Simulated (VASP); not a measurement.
These are PW91 GGA, VASP's PBE PAW potentials (set 64) (plane waves; VASP) values and carry that method's errors.

A VASP calculation is set up with these files.

POSCAR:
```
CoGa
1
    2.8250219842     0.0000000000     0.0000000000
    0.0000000000     2.8250219842     0.0000000000
    0.0000000000     0.0000000000     2.8250219842
Ga Co
1 1
Direct
  0.5000000000   0.5000000000   0.5000000000
  0.0000000000   0.0000000000   0.0000000000
```

### INCAR
```
# general
SYSTEM   =  CoGa
PREC     =  Accurate
ENCUT    =  520
LREAL    =  .FALSE.   # projection in real space or not
LASPH    =  .TRUE.   # aspherical one-centre terms

# electronic loop
EDIFF    =  1E-7   # SCF stop (eV)
NELM     =  100
ALGO     =  Normal   # blocked Davidson
LMAXMIX  =  4

# smearing
ISMEAR   =  1   # Methfessel-Paxton
SIGMA    =  0.1   # width (eV)

# functional
GGA      =  91

# ions
ISIF     =  2

# output
LWAVE    =  .FALSE.
LCHARG   =  .FALSE.
```

File KPOINTS:
```
Automatic mesh
0
Gamma
13 13 13
0 0 0
```

POTCAR, in this order: Ga_d Co (PBE.64 set). Program: vasp_std.

The run wrote:

OSZICAR:
```
       N       E                     dE             d eps       ncg     rms          rms(c)
DAV:   1     0.982606208141E+02    0.98261E+02   -0.10839E+04  2720   0.265E+03
DAV:   2    -0.661148934313E+01   -0.10487E+03   -0.10252E+03  2590   0.354E+02
DAV:   3    -0.112742347555E+02   -0.46627E+01   -0.46407E+01  2926   0.810E+01
DAV:   4    -0.113437330900E+02   -0.69498E-01   -0.69488E-01  3356   0.917E+00
DAV:   5    -0.113456331602E+02   -0.19001E-02   -0.19001E-02  3171   0.132E+00    0.970E+00
DAV:   6    -0.120264887473E+02   -0.68086E+00   -0.18861E+01  2893   0.597E+01    0.977E+00
DAV:   7    -0.104526989006E+02    0.15738E+01   -0.74951E+00  2632   0.443E+01    0.205E+00
DAV:   8    -0.104273518311E+02    0.25347E-01   -0.21982E-01  3107   0.558E+00    0.596E-01
DAV:   9    -0.104220299973E+02    0.53218E-02   -0.16006E-02  3482   0.214E+00    0.115E-01
DAV:  10    -0.104217821629E+02    0.24783E-03   -0.54639E-04  3414   0.346E-01    0.611E-02
DAV:  11    -0.104217705212E+02    0.11642E-04   -0.64561E-05  3493   0.141E-01    0.119E-02
DAV:  12    -0.104217698799E+02    0.64133E-06   -0.34286E-06  3451   0.321E-02    0.197E-03
DAV:  13    -0.104217697981E+02    0.81749E-07   -0.24568E-07  2372   0.800E-03
   1 F= -.10421770E+02 E0= -.10422128E+02  d E =0.107393E-02
```

### OUTCAR
```
------------------------ aborting loop because EDIFF is reached ----------------------------------------
  FORCE on cell =-STRESS in cart. coord.  units (eV):
  Direction    XX          YY          ZZ          XY          YZ          ZX
  --------------------------------------------------------------------------------------
  Total        1.7815120      1.7815120      1.7815120      0.0000000     -0.0000000      0.0000000
  in kB      126.6000382    126.6000382    126.6000382      0.0000000     -0.0000000      0.0000000
  external PRESSURE =     126.6000382 kB  Pullay stress =       0.0000000 kB
  volume of cell :       22.55
      direct lattice vectors                 reciprocal lattice vectors
     2.825021984  0.000000000  0.000000000     0.353979546  0.000000000  0.000000000
     0.000000000  2.825021984  0.000000000     0.000000000  0.353979546  0.000000000
     0.000000000  0.000000000  2.825021984     0.000000000  0.000000000  0.353979546
 POSITION                                       TOTAL-FORCE (eV/Angst)
 -----------------------------------------------------------------------------------
      1.41251      1.41251      1.41251         0.000000      0.000000      0.000000
      0.00000      0.00000      0.00000         0.000000      0.000000      0.000000
 -----------------------------------------------------------------------------------
    total drift:                                0.000000      0.000000     -0.000000
  FREE ENERGIE OF THE ION-ELECTRON SYSTEM (eV)
  ---------------------------------------------------
  free  energy   TOTEN  =       -10.4217697981 eV

  energy  without entropy=      -10.4228437243  energy(sigma->0) =      -10.42212777
```
(Selected blocks of OUTCAR.)

The compound is CoGa in the CsCl type structure. This cell is one point of a volume scan, at 0.94 of the reference volume. The run is not spin-polarised, so no magnetic state was tried.
